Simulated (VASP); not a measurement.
The cell holds one Ru (hcp) (1 0 -1 0) slab, with vacuum along c, ions free to move until forces fall under 0.03 eV/Å, no reconstruction beyond this cell, dipole correction on.

```yaml
crystal:
  lattice:
    - [4.24586, 0.00000, 0.00000]
    - [0.00000, 2.69168, 0.00000]
    - [0.00000, 0.00000, 24.22282]
  atoms:
    - { symbol: Ru, position: [0.25000, 0.50000, 0.37147] }
    - { symbol: Ru, position: [0.75000, 0.00000, 0.34479] }
    - { symbol: Ru, position: [0.25000, 0.00000, 0.46624] }
    - { symbol: Ru, position: [0.75000, 0.50000, 0.43537] }
    - { symbol: Ru, position: [0.25000, 0.50000, 0.56463] }
    - { symbol: Ru, position: [0.75000, 0.00000, 0.53376] }
    - { symbol: Ru, position: [0.25000, 0.00000, 0.65521] }
    - { symbol: Ru, position: [0.75000, 0.50000, 0.62853] }
```

Computed with PBEsol GGA, VASP's PBE PAW potentials (set 64) (plane waves; VASP). Settings: 400 eV cut-off, 7×10×1 Γ-centred mesh, first-order Methfessel-Paxton smearing of 0.10 eV, potentials Ru_pv.

Slab and bulk use different k-meshes, so the surface energy is good to a few per cent at best.

Predict its surface energy, work function, band gap (on the k-mesh).

```yaml
surface_energy: 3.43 J/m²
work_function: 4.86 eV
band gap (on the k-mesh): none (metal, semimetal or under 0.01 eV)
```

The cell is a thin slab with vacuum, built from Ru (hcp): (100) face.
